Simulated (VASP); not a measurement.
Calculation: PBEsol GGA, VASP's PBE PAW potentials (set 64) (plane waves; VASP). For the first row: Numerical set-up: 400 eV cut-off, 10×10×7 Γ-centred mesh, tetrahedra with Blöchl corrections, potentials Al Ni.

```csv
system,energy (eV/atom)
Al3Ni2 (sg164),-5.5332
Al (fcc),-4.0930
Ni (fcc),-6.1369
```

The references are the elements' solids at the same level; no temperature or zero-point terms are added.

Task: What is the formation energy per atom of Al₃Ni₂?

Result: The references average (3×(-4.0930) + 2×(-6.1369))/5 = -4.9106 eV, so the formation energy is -5.5332 − (-4.9106) = -0.623 eV/atom.
